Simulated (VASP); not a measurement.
Output of a VASP run:

### OSZICAR
```
...
RMM:   5    -0.418086722940E+03   -0.92874E-06   -0.37275E-05   250   0.136E-02
  12 F= -.41808672E+03 E0= -.41808672E+03  d E =-.101869E-02
       N       E                     dE             d eps       ncg     rms          rms(c)
DAV:   1    -0.418086723026E+03   -0.10147E-05   -0.11811E-05   272   0.101E-02    0.253E-03
RMM:   2    -0.418086723431E+03   -0.40532E-06   -0.45066E-06   210   0.541E-03    0.194E-03
RMM:   3    -0.418086723458E+03   -0.27008E-07   -0.79815E-07   131   0.234E-03    0.132E-03
RMM:   4    -0.418086723493E+03   -0.34364E-07   -0.60812E-07   115   0.194E-03
  13 F= -.41808672E+03 E0= -.41808672E+03  d E =-.101924E-02
       N       E                     dE             d eps       ncg     rms          rms(c)
DAV:   1    -0.418086984459E+03   -0.26100E-03   -0.18604E-01   360   0.112E+00    0.776E-02
RMM:   2    -0.418087219593E+03   -0.23513E-03   -0.31244E-03   357   0.127E-01    0.353E-02
RMM:   3    -0.418087252065E+03   -0.32472E-04   -0.55959E-04   396   0.484E-02    0.257E-02
RMM:   4    -0.418087239447E+03    0.12618E-04   -0.80718E-05   355   0.204E-02    0.814E-03
RMM:   5    -0.418087239872E+03   -0.42521E-06   -0.18881E-05   221   0.974E-03
  14 F= -.41808724E+03 E0= -.41808724E+03  d E =-.516380E-03
       N       E                     dE             d eps       ncg     rms          rms(c)
DAV:   1    -0.418087258439E+03   -0.18992E-04   -0.51012E-03   392   0.186E-01    0.124E-02
RMM:   2    -0.418087263536E+03   -0.50969E-05   -0.75952E-05   317   0.197E-02    0.547E-03
RMM:   3    -0.418087263923E+03   -0.38726E-06   -0.11231E-05   210   0.747E-03    0.352E-03
RMM:   4    -0.418087263725E+03    0.19783E-06   -0.22327E-06   201   0.319E-03
  15 F= -.41808726E+03 E0= -.41808726E+03  d E =-.540233E-03
       N       E                     dE             d eps       ncg     rms          rms(c)
DAV:   1    -0.418087245825E+03    0.18098E-04   -0.14924E-01   360   0.100E+00    0.727E-02
RMM:   2    -0.418087462751E+03   -0.21693E-03   -0.27226E-03   357   0.117E-01    0.323E-02
RMM:   3    -0.418087491360E+03   -0.28609E-04   -0.46712E-04   396   0.440E-02    0.233E-02
RMM:   4    -0.418087480846E+03    0.10514E-04   -0.67243E-05   352   0.187E-02    0.728E-03
RMM:   5    -0.418087481037E+03   -0.19062E-06   -0.14223E-05   216   0.870E-03
  16 F= -.41808748E+03 E0= -.41808748E+03  d E =-.217312E-03
       N       E                     dE             d eps       ncg     rms          rms(c)
DAV:   1    -0.418087524573E+03   -0.43726E-04   -0.18142E-02   360   0.350E-01    0.249E-02
RMM:   2    -0.418087548442E+03   -0.23869E-04   -0.31169E-04   356   0.395E-02    0.107E-02
RMM:   3    -0.418087551267E+03   -0.28253E-05   -0.50325E-05   283   0.148E-02    0.732E-03
RMM:   4    -0.418087550241E+03    0.10256E-05   -0.76892E-06   205   0.634E-03
  17 F= -.41808755E+03 E0= -.41808755E+03  d E =-.286516E-03
       N       E                     dE             d eps       ncg     rms          rms(c)
DAV:   1    -0.418087608009E+03   -0.56742E-04   -0.87679E-02   360   0.768E-01    0.534E-02
RMM:   2    -0.418087737271E+03   -0.12926E-03   -0.15789E-03   356   0.878E-02    0.228E-02
RMM:   3    -0.418087753005E+03   -0.15734E-04   -0.26029E-04   392   0.329E-02    0.171E-02
RMM:   4    -0.418087746449E+03    0.65562E-05   -0.38969E-05   263   0.142E-02
  18 F= -.41808775E+03 E0= -.41808775E+03  d E =-.196207E-03
```

OUTCAR:
```
------------------------ aborting loop because EDIFF is reached ----------------------------------------
  FORCE on cell =-STRESS in cart. coord.  units (eV):
  Direction    XX          YY          ZZ          XY          YZ          ZX
  --------------------------------------------------------------------------------------
  Total        7.9573466      8.3307200      4.5036830     -0.0352262      0.0300706      0.0055720
  in kB       14.7102252     15.4004560      8.3256636     -0.0651203      0.0555895      0.0103006
  external PRESSURE =      12.8121149 kB  Pullay stress =       0.0000000 kB
  volume of cell :      866.68
      direct lattice vectors                 reciprocal lattice vectors
     4.868317893 -8.432173817  0.000000000     0.102704879 -0.059296690  0.000000000
     4.868317893  8.432173817  0.000000000     0.102704879  0.059296690  0.000000000
     0.000000000  0.000000000 10.556283981     0.000000000  0.000000000  0.094730305
  FREE ENERGIE OF THE ION-ELECTRON SYSTEM (eV)
  ---------------------------------------------------
  free  energy   TOTEN  =      -418.0877464486 eV

  energy  without entropy=     -418.0877464486  energy(sigma->0) =     -418.08774645

 reached required accuracy - stopping structural energy minimisation
```
(Selected blocks of OUTCAR.)

### POSCAR
```
Ga36N35
1
    4.8683178927    -8.4321738171     0.0000000000
    4.8683178927     8.4321738171     0.0000000000
    0.0000000000     0.0000000000    10.5562839806
Ga N
36 35
Direct
  0.2222220000   0.1111110000   0.2500000000
  0.1111110000   0.2222220000   0.0000000000
  0.2222220000   0.1111110000   0.7500000000
  0.1111110000   0.2222220000   0.5000000000
  0.2222220000   0.4444440000   0.2500000000
  0.1111110000   0.5555560000   0.0000000000
  0.2222220000   0.4444440000   0.7500000000
  0.1111110000   0.5555560000   0.5000000000
  0.2222220000   0.7777780000   0.2500000000
  0.1111110000   0.8888890000   0.0000000000
  0.2222220000   0.7777780000   0.7500000000
  0.1111110000   0.8888890000   0.5000000000
  0.5555560000   0.1111110000   0.2500000000
  0.4444440000   0.2222220000   0.0000000000
  0.5555560000   0.1111110000   0.7500000000
  0.4421790000   0.2200230000   0.4968720000
  0.5545870000   0.4384080000   0.2463480000
  0.4444440000   0.5555560000   0.0000000000
  0.5555560000   0.4444440000   0.7500000000
  0.4395550000   0.5501220000   0.5034650000
  0.5555560000   0.7777780000   0.2500000000
  0.4444440000   0.8888890000   0.0000000000
  0.5555560000   0.7777780000   0.7500000000
  0.4444440000   0.8888890000   0.5000000000
  0.8888890000   0.1111110000   0.2500000000
  0.7777780000   0.2222220000   0.0000000000
  0.8888890000   0.1111110000   0.7500000000
  0.7777780000   0.2222220000   0.5000000000
  0.8888890000   0.4444440000   0.2500000000
  0.7777780000   0.5555560000   0.0000000000
  0.8888890000   0.4444440000   0.7500000000
  0.7760360000   0.5537090000   0.5038200000
  0.8888890000   0.7777780000   0.2500000000
  0.7777780000   0.8888890000   0.0000000000
  0.8888890000   0.7777780000   0.7500000000
  0.7777780000   0.8888890000   0.5000000000
  0.2239110000   0.1170520000   0.4344490000
  0.1111110000   0.2222220000   0.1885000000
  0.2222220000   0.1111110000   0.9385000000
  0.1111110000   0.2222220000   0.6885000000
  0.2174900000   0.4446560000   0.4347650000
  0.1111110000   0.5555560000   0.1885000000
  0.2222220000   0.4444440000   0.9385000000
  0.1111110000   0.5555560000   0.6885000000
  0.2222220000   0.7777780000   0.4385000000
  0.1111110000   0.8888890000   0.1885000000
  0.2222220000   0.7777780000   0.9385000000
  0.1111110000   0.8888890000   0.6885000000
  0.5574610000   0.1172660000   0.4349410000
  0.4427000000   0.2158220000   0.1881800000
  0.5555560000   0.1111110000   0.9385000000
  0.4463350000   0.2261090000   0.6891220000
  0.4452980000   0.5516620000   0.1931410000
  0.5555560000   0.4444440000   0.9385000000
  0.4492170000   0.5551140000   0.6884760000
  0.5615610000   0.7803130000   0.4357970000
  0.4444440000   0.8888890000   0.1885000000
  0.5555560000   0.7777780000   0.9385000000
  0.4444440000   0.8888890000   0.6885000000
  0.8888890000   0.1111110000   0.4385000000
  0.7777780000   0.2222220000   0.1885000000
  0.8888890000   0.1111110000   0.9385000000
  0.7777780000   0.2222220000   0.6885000000
  0.8895540000   0.4395230000   0.4346840000
  0.7842390000   0.5568250000   0.1885870000
  0.8888890000   0.4444440000   0.9385000000
  0.7728730000   0.5509890000   0.6918460000
  0.8844340000   0.7747180000   0.4387610000
  0.7777780000   0.8888890000   0.1885000000
  0.8888890000   0.7777780000   0.9385000000
  0.7777780000   0.8888890000   0.6885000000
```

Task: Reconstruct the remaining input files.

Result: Several could match; the one computed here: the input of the run itself, PBE GGA, plane waves, VASP's PBE PAW potentials (set 64).

### KPOINTS
```
Regular mesh
0
Gamma
1 1 1
0 0 0
```

### INCAR
```
# general
SYSTEM  = Ga36N35
PREC    = Normal
ENCUT   = 400
LREAL   = Auto
LASPH   = .True.
ISYM    = 0
NELECT  = 284.0

# electronic loop
EDIFF   = 1E-5
NELM    = 100
NELMIN  = 4
ALGO    = Fast
LMAXMIX = 4

# smearing
ISMEAR  = 0
SIGMA   = 0.05

# functional
GGA     = PE

# ions
IBRION  = 2
NSW     = 60
ISIF    = 2
EDIFFG  = -0.03

# output
LWAVE   = .True.
LCHARG  = .False.
```

POTCAR, in this order: Ga N (PBE.64 set). Program: vasp_gam.

At this cut-off the stress carries a Pulay error, which pulls relaxed volumes low. The cell is charged, with a uniform compensating background. The supercell is sampled at Γ alone, which is coarse: total energies, pressure and levels can be off, energies of defects by several tenths of an eV.

The cell is a supercell with a defect, built from GaN (wurtzite): vac_N, charge -1. The run is not spin-polarised, so no state with unpaired spins was tried.
